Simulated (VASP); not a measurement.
All values below come from RPBE GGA, VASP's PBE PAW potentials (set 64) (plane waves; VASP 6.6.1).

Input for VASP

File KPOINTS:
```
Automatic mesh
0
Gamma
13 13 8
0 0 0
```

**POSCAR**
```
Lu
1.0
  1.7813159434  -3.0853298097   0.0000000000
  1.7813159434   3.0853298097   0.0000000000
  0.0000000000   0.0000000000   5.5685758281
Lu
2
Cart
  1.7813159434   1.0284453268   1.3921439570
  1.7813159434  -1.0284453268   4.1764318711
```

**INCAR**
```
# general
SYSTEM =Lu
PREC   =Accurate
ENCUT  =520
LREAL  =F   # projection in real space or not
LASPH  =T   # aspherical one-centre terms

# electronic loop
EDIFF  =1E-7
NELM   =100   # most electronic steps
ALGO   =Normal
LMAXMIX=6   # l cut-off of mixed one-centre charges

# smearing
ISMEAR =-5   # tetrahedra, Bloechl

# functional
GGA    =RP

# ions
ISIF   =2

# output
LWAVE  =F
LCHARG =T
LORBIT =11   # lm-projected
NEDOS  =601   # DOS grid
```

POTCAR, in this order: Lu_3 (PBE.64 set). Program: vasp_std.

**Question.** What does the run give for the energy per atom (σ→0), band gap (on the k-mesh)?

**Answer.** 
```
Item                                                        Result
------------------------  ----------------------------------------
energy per atom (σ→0)                               -4.135 eV/atom
band gap (on the k-mesh)  none (metal, semimetal or under 0.01 eV)
```

**OSZICAR**
```
...
DAV:   7    -0.827038959491E+01   -0.10254E-01   -0.77061E-02  4482   0.601E+00    0.394E-01
DAV:   8    -0.827046237680E+01   -0.72782E-04   -0.52447E-03  4557   0.102E+00    0.120E-01
DAV:   9    -0.827048541179E+01   -0.23035E-04   -0.24210E-04  4778   0.254E-01    0.340E-02
DAV:  10    -0.827047959938E+01    0.58124E-05   -0.29487E-05  4636   0.920E-02    0.422E-02
DAV:  11    -0.827048084412E+01   -0.12447E-05   -0.26025E-06  4590   0.247E-02    0.110E-03
DAV:  12    -0.827048112279E+01   -0.27867E-06   -0.72159E-08  2708   0.728E-03    0.955E-04
DAV:  13    -0.827048111174E+01    0.11047E-07   -0.25707E-08  2425   0.939E-03
   1 F= -.82704811E+01 E0= -.82704811E+01  d E =0.000000E+00
```

The compound is Lu in the hcp structure. It was relaxed first.
